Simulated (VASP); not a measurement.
# CrB2 with PBEsol + U: from relaxation to properties, part 9 of 10

Wanted: the relaxed cell of CrB2 and its properties. The start is a cell from a database of measured crystal structures.

VASP 6.6.1, plane waves and PAW; the level of theory is named at each step.

Still holding for the runs below: The magnetic order is the lowest of the few collinear ones that converged above; longer or canted patterns were not tried. The cell is doubled for it, so bands and modes from the zone boundary of the chemical cell fold onto Γ and the labels are those of the larger cell. A U on the itinerant d states of such a compound is hard to justify; it moves the bands at the Fermi level and favours large moments.

So far. Step 10 (Bands along the symmetry lines (PBEsol + U)): Of the bands kept, 2 cross the Fermi level on this path. The relaxed cell has a = 3.019, c = 3.064 Å (conventional setting).

## Step 11: Density of states (PBEsol + U)

Level of this step: PBEsol, DFT+U (Cr d 3 eV), spin-polarised from an antiferromagnetic start; plane waves and PAW (Cr_pv, B) (VASP).

Here the states are counted by energy and projected on the atoms. The mesh is finer than in the run before.

The input, INCAR:

```
SYSTEM = CrB2
PREC = Accurate
ENCUT = 420
EDIFF = 1E-06
NELM = 100
ISMEAR = -5
SIGMA = 0.05
LREAL = .FALSE.
ALGO = Normal
GGA = PS
NBANDS = 37
ISPIN = 2
MAGMOM = 2.727 -2.727 0 0 0 0
LDAU = .TRUE.
LDAUTYPE = 2
LDAUL = 2 -1
LDAUU = 3 0
LDAUJ = 0 0
LDAUPRINT = 1
LASPH = .TRUE.
LMAXMIX = 4
LORBIT = 11
LWAVE = .FALSE.
LCHARG = .FALSE.
KPAR = 8
NEDOS = 2001
```

The input, POSCAR:

```
CrB2
1.0
    3.0188400916      0.0000000000      0.0000000000
   -1.5094200458      2.6143922093      0.0000000000
    0.0000000000      0.0000000000      6.1287620530
Cr B
2 4
Direct
    0.0000000000      0.0000000000      0.0000000000
    0.0000000000      0.0000000000      0.5000000000
    0.3333333333      0.6666666667      0.2500000000
    0.3333333333      0.6666666667      0.7500000000
    0.6666666667      0.3333333333      0.2500000000
    0.6666666667      0.3333333333      0.7500000000
```

The input, KPOINTS:

```
Automatic mesh
0
Gamma
13 13 6
0 0 0
```

PAW data sets: Cr_pv and B (PBE family, release 64).

On the command line:

```console
$ mpirun -np 8 vasp_std
```

Log:

```text
[... set-up lines as in an earlier step ...]
 entering main loop
       N       E                     dE             d eps       ncg     rms          rms(c)
DAV:   1     0.311616142175E+03    0.31162E+03   -0.15323E+04 12488   0.905E+02
DAV:   2    -0.378822014997E+02   -0.34950E+03   -0.32994E+03 12816   0.311E+02
DAV:   3    -0.550612669223E+02   -0.17179E+02   -0.16762E+02 14398   0.757E+01
DAV:   4    -0.552809586283E+02   -0.21969E+00   -0.21802E+00 15124   0.822E+00
DAV:   5    -0.552846194148E+02   -0.36608E-02   -0.36450E-02 14694   0.104E+00    0.328E+01
DAV:   6    -0.508067879973E+02    0.44778E+01   -0.82525E+01 13915   0.681E+01    0.289E+01
DAV:   7    -0.447280553944E+02    0.60787E+01   -0.37275E+01 13754   0.491E+01    0.909E+00
DAV:   8    -0.449798235614E+02   -0.25177E+00   -0.14799E+00 14443   0.637E+00    0.455E+00
DAV:   9    -0.450820732576E+02   -0.10225E+00   -0.47085E-01 16574   0.415E+00    0.217E+00
DAV:  10    -0.451145698932E+02   -0.32497E-01   -0.14009E-01 14721   0.283E+00    0.129E+00
DAV:  11    -0.451222174270E+02   -0.76475E-02   -0.11722E-02 14926   0.735E-01    0.442E-01
DAV:  12    -0.451244520414E+02   -0.22346E-02   -0.35927E-03 15609   0.322E-01    0.171E-01
DAV:  13    -0.451246539033E+02   -0.20186E-03   -0.42290E-04 14028   0.103E-01    0.774E-02
DAV:  14    -0.451247275388E+02   -0.73636E-04   -0.99039E-05 14502   0.593E-02    0.332E-02
DAV:  15    -0.451247399689E+02   -0.12430E-04   -0.13395E-05 14010   0.202E-02    0.163E-02
DAV:  16    -0.451247393862E+02    0.58277E-06   -0.94756E-07 10559   0.786E-03
   1 F= -.45124739E+02 E0= -.45124739E+02  d E =0.000000E+00  mag=     0.0000
 -----------------------------------------------------------------------------
|                                                                             |
|           W    W    AA    RRRRR   N    N  II  N    N   GGGG   !!!           |
|           W    W   A  A   R    R  NN   N  II  NN   N  G    G  !!!           |
|           W    W  A    A  R    R  N N  N  II  N N  N  G       !!!           |
|           W WW W  AAAAAA  RRRRR   N  N N  II  N  N N  G  GGG   !            |
|           WW  WW  A    A  R   R   N   NN  II  N   NN  G    G                |
|           W    W  A    A  R    R  N    N  II  N    N   GGGG   !!!           |
|                                                                             |
|     Tetrahedron method does not include variations of the Fermi             |
|     occupations, so forces and stress will be inaccurate. We suggest        |
|     using a different smearing scheme ISMEAR = 1 or 2 for metals in         |
|     relaxations.                                                            |
|                                                                             |
 -----------------------------------------------------------------------------
```

Elapsed: 16 s, on 8 MPI ranks of Intel Xeon 6975P-C (Granite Rapids), shared host; peak memory 2.3 GiB.

Parts of OUTCAR (step 11):

```text
   k-points           NKPTS =     84   k-points in BZ     NKDIM =     84   number of bands    NBANDS=     37

   NELECT =      36.0000    total number of electrons

atom =   1  type =  1  l = 2

 onsite density matrix

spin component  1

  0.7973 -0.0000 -0.0000  0.0000  0.0000
 -0.0000  0.5228 -0.0000  0.0000 -0.0000
 -0.0000 -0.0000  0.8793 -0.0000  0.0000
  0.0000  0.0000 -0.0000  0.5228 -0.0000
  0.0000 -0.0000  0.0000 -0.0000  0.7973

spin component  2

  0.1552  0.0000  0.0000 -0.0000 -0.0000
  0.0000  0.2133  0.0000 -0.0000  0.0000
  0.0000  0.0000  0.0789  0.0000  0.0000
 -0.0000 -0.0000  0.0000  0.2133  0.0000
 -0.0000  0.0000  0.0000  0.0000  0.1552

 occupancies and eigenvectors

  o =  0.0789  v =  0.0000  0.0000  0.0000  0.0000  0.0000 -0.0000  0.0000  1.0000  0.0000 -0.0000      0.0000  0.0000  0.0000  0.0000  0.0000  0.0000  0.0000  0.0000  0.0000  0.0000
  o =  0.1552  v =  0.0000  0.0000  0.0000  0.0000  0.0000  1.0000 -0.0000  0.0000  0.0000  0.0069      0.0000  0.0000  0.0000  0.0000  0.0000  0.0000  0.0000  0.0000  0.0000  0.0000
  o =  0.1552  v =  0.0000  0.0000  0.0000  0.0000  0.0000  0.0069  0.0000 -0.0000 -0.0000 -1.0000      0.0000  0.0000  0.0000  0.0000  0.0000  0.0000  0.0000  0.0000  0.0000  0.0000
  o =  0.2133  v =  0.0000  0.0000  0.0000  0.0000  0.0000  0.0000 -0.0000 -0.0000 -1.0000  0.0000      0.0000  0.0000  0.0000  0.0000  0.0000  0.0000  0.0000  0.0000  0.0000  0.0000
  o =  0.2133  v =  0.0000  0.0000  0.0000  0.0000  0.0000 -0.0000 -1.0000  0.0000  0.0000 -0.0000      0.0000  0.0000  0.0000  0.0000  0.0000  0.0000  0.0000  0.0000  0.0000  0.0000
  o =  0.5228  v =  0.0000 -0.0000 -0.0000  1.0000 -0.0000  0.0000  0.0000  0.0000  0.0000  0.0000      0.0000  0.0000  0.0000  0.0000  0.0000  0.0000  0.0000  0.0000  0.0000  0.0000
  o =  0.5228  v =  0.0000  1.0000 -0.0000  0.0000  0.0000  0.0000  0.0000  0.0000  0.0000  0.0000      0.0000  0.0000  0.0000  0.0000  0.0000  0.0000  0.0000  0.0000  0.0000  0.0000
  o =  0.7973  v =  1.0000  0.0000  0.0000  0.0000  0.0000  0.0000  0.0000  0.0000  0.0000  0.0000      0.0000  0.0000  0.0000  0.0000  0.0000  0.0000  0.0000  0.0000  0.0000  0.0000
  o =  0.7973  v =  0.0000  0.0000  0.0000 -0.0000 -1.0000  0.0000  0.0000  0.0000  0.0000  0.0000      0.0000  0.0000  0.0000  0.0000  0.0000  0.0000  0.0000  0.0000  0.0000  0.0000
  o =  0.8793  v =  0.0000 -0.0000 -1.0000 -0.0000 -0.0000  0.0000  0.0000  0.0000  0.0000  0.0000      0.0000  0.0000  0.0000  0.0000  0.0000  0.0000  0.0000  0.0000  0.0000  0.0000

atom =   2  type =  1  l = 2

 onsite density matrix

spin component  1

spin component  2

  0.7973 -0.0000 -0.0000  0.0000  0.0000
 -0.0000  0.5228  0.0000  0.0000 -0.0000
 -0.0000  0.0000  0.8793 -0.0000  0.0000
  0.0000  0.0000 -0.0000  0.5228 -0.0000
  0.0000 -0.0000  0.0000 -0.0000  0.7973

 occupancies and eigenvectors

  o =  0.0789  v = -0.0000  0.0000  1.0000 -0.0000 -0.0000  0.0000  0.0000  0.0000  0.0000  0.0000      0.0000  0.0000  0.0000  0.0000  0.0000  0.0000  0.0000  0.0000  0.0000  0.0000
  o =  0.1552  v =  0.9999 -0.0000  0.0000  0.0000  0.0130  0.0000  0.0000  0.0000  0.0000  0.0000      0.0000  0.0000  0.0000  0.0000  0.0000  0.0000  0.0000  0.0000  0.0000  0.0000
  o =  0.1552  v =  0.0130 -0.0000 -0.0000  0.0000 -0.9999  0.0000  0.0000  0.0000  0.0000  0.0000      0.0000  0.0000  0.0000  0.0000  0.0000  0.0000  0.0000  0.0000  0.0000  0.0000
  o =  0.2133  v = -0.0000  0.0000  0.0000  1.0000  0.0000  0.0000  0.0000  0.0000  0.0000  0.0000      0.0000  0.0000  0.0000  0.0000  0.0000  0.0000  0.0000  0.0000  0.0000  0.0000
  o =  0.2133  v =  0.0000  1.0000 -0.0000 -0.0000 -0.0000  0.0000  0.0000  0.0000  0.0000  0.0000      0.0000  0.0000  0.0000  0.0000  0.0000  0.0000  0.0000  0.0000  0.0000  0.0000
  o =  0.5228  v =  0.0000  0.0000  0.0000  0.0000  0.0000  0.0000 -0.0000 -0.0000 -1.0000 -0.0000      0.0000  0.0000  0.0000  0.0000  0.0000  0.0000  0.0000  0.0000  0.0000  0.0000
  o =  0.5228  v =  0.0000  0.0000  0.0000  0.0000  0.0000  0.0000  1.0000  0.0000 -0.0000  0.0000      0.0000  0.0000  0.0000  0.0000  0.0000  0.0000  0.0000  0.0000  0.0000  0.0000
  o =  0.7973  v =  0.0000  0.0000  0.0000  0.0000  0.0000  1.0000  0.0000  0.0000  0.0000  0.0000      0.0000  0.0000  0.0000  0.0000  0.0000  0.0000  0.0000  0.0000  0.0000  0.0000
  o =  0.7973  v =  0.0000  0.0000  0.0000  0.0000  0.0000  0.0000  0.0000  0.0000  0.0000 -1.0000      0.0000  0.0000  0.0000  0.0000  0.0000  0.0000  0.0000  0.0000  0.0000  0.0000
  o =  0.8793  v =  0.0000  0.0000  0.0000  0.0000  0.0000  0.0000  0.0000 -1.0000  0.0000 -0.0000      0.0000  0.0000  0.0000  0.0000  0.0000  0.0000  0.0000  0.0000  0.0000  0.0000

 E-fermi :   9.5565

 spin component 1
 k-point     1 :       0.0000    0.0000    0.0000
  band No.  band energies     occupation
    ...
     15       7.8899      1.00000
     16       9.0867      1.00000
     17       9.0868      1.00000
     18       9.0962      1.13752
     19       9.0962      1.23847
     20      11.0317      0.00000
     21      11.0317      0.00000
     22      11.2825      0.00000
     23      13.3208      0.00000
     24      13.3208      0.00000
    ...

 k-point     2 :       0.0769    0.0000    0.0000
  band No.  band energies     occupation
    ...
     15       7.6222      1.00000
     16       8.7831      1.00000
     17       9.0328      1.00000
     18       9.3818      1.03875
     19       9.4209      0.64599
     20      11.2308      0.00000
     21      11.2913      0.00000
     22      11.3342      0.00000
     23      12.7879      0.00000
     24      12.9392      0.00000
    ...

  Total        0.0556386      0.0556386      0.0061024      0.0000000      0.0000000      0.0000000
  in kB        1.8429056      1.8429056      0.2021298      0.0000000      0.0000000      0.0000000
  external PRESSURE =       1.2959803 kB  Pullay stress =       0.0000000 kB

 POSITION                                       TOTAL-FORCE (eV/Angst)
 -----------------------------------------------------------------------------------
      0.00000      0.00000      0.00000        -0.000000      0.000000     -0.000000
      0.00000      0.00000      3.06438        -0.000000      0.000000     -0.000000
     -0.00000      1.74293      1.53219         0.000000     -0.000000      0.000000
     -0.00000      1.74293      4.59657        -0.000000     -0.000000     -0.000000
      1.50942      0.87146      1.53219        -0.000000      0.000000      0.000000
      1.50942      0.87146      4.59657         0.000000     -0.000000      0.000000
 -----------------------------------------------------------------------------------
    total drift:                               -0.000000      0.000000      0.000000

  FREE ENERGIE OF THE ION-ELECTRON SYSTEM (eV)
  ---------------------------------------------------
  free  energy   TOTEN  =       -45.1247393862 eV

  energy  without entropy=      -45.1247393862  energy(sigma->0) =      -45.12473939

 magnetization (x)
# of ion       s       p       d       tot
------------------------------------------
    1        0.017   0.022   2.697   2.736
    2       -0.017  -0.022  -2.697  -2.736
    3        0.000   0.000   0.000   0.000
    4        0.000   0.000   0.000   0.000
    5        0.000   0.000   0.000   0.000
    6        0.000   0.000   0.000   0.000
--------------------------------------------------
tot          0.000   0.000   0.000   0.000

[... 6 parts as in an earlier step ...]

[... 10 further parts left out ...]
```

With tetrahedra the forces and stress of a metal are not exact derivatives of the energy.

Numbers from this step:

* SCF cycles: 16
* irreducible k-points: 84
* Fermi energy: 9.556 eV
* pressure: 0.1296 GPa
* DOS at the Fermi level: 1.880 states/eV/cell

The density of states has structure finer than the step of the table below, so its rows give means over 1 eV, whole bins alone (the curve runs from -12.0 to 5.99 eV). Peaks (eV: height): total -3.6: 4.94, -0.9: 6.76, 3.1: 6.78, 3.6: 4.29; Cr d -0.9: 5.59, 3.1: 4.70, 3.4: 4.20, 3.6: 3.26; B p -4.8: 1.05, -3.8: 1.43, -3.1: 0.999, 3.1: 0.828; Cr p -3.8: 0.269, -3.2: 0.128, 3.1: 0.0814, 5.3: 0.0866; B s -9.8: 0.644, -9.3: 0.377, -8.1: 0.365, 3.0: 0.288.

States under -12.0 eV and over 6.0 eV are left out; left out, since it exceeds the total: Cr s up and Cr s down; both spin channels agree and are summed. The density of states by energy, zero at the Fermi level; means over each step; values in states/eV/cell:

```csv
energy (eV),total,Cr d,B p,Cr p,B s
-11,1.03,0.0454,0.0936,0.0495,0.451
-10,1.25,0.106,0.150,0.0519,0.516
-9,0.715,0.0743,0.131,0.0267,0.240
-8,1.24,0.134,0.314,0.0500,0.305
-7,1.37,0.192,0.398,0.0501,0.206
-6,1.68,0.306,0.581,0.0725,0.128
-5,2.60,0.718,0.888,0.105,0.0906
-4,3.68,1.27,1.14,0.176,0.0465
-3,2.59,1.24,0.654,0.0644,0.0241
-2,2.23,1.35,0.365,0.0372,0.0262
-1,3.35,2.57,0.358,0.0333,0.0265
0,1.76,1.19,0.292,0.0240,0.0159
1,1.16,0.766,0.189,0.0229,0.0109
2,2.06,1.38,0.299,0.0268,0.0538
3,5.07,3.56,0.602,0.0552,0.185
4,2.41,1.74,0.263,0.0421,0.0468
5,1.57,0.816,0.276,0.0563,0.0633
```

The finer mesh and the other smearing move the Fermi level by +0.00 eV from the 9×9×4 run, a small shift, which tests the Fermi level alone. Of the states within 0.3 eV of the Fermi level, the largest shares in the PAW spheres are Cr d 66 % and B p 18 %. The rest lies in smaller channels or between the spheres.

(Continued in part 10 of 10.)

[Lines on the potential files, build, host, timing and source positions are cut from VASP's logs without a mark.]

[Logs are printed without paths, hosts, clocks, repeated set-up lines and the standing remarks that a program may print on its own settings, such as how far it seeks lower states.]

[Hosts, paths, dates, database ids (printed as entryN), source tags and the programs' standing remarks are cut or masked in the printed files.]

[A measured line is paired with the nearest computed mode of its activity, which favours agreement.]
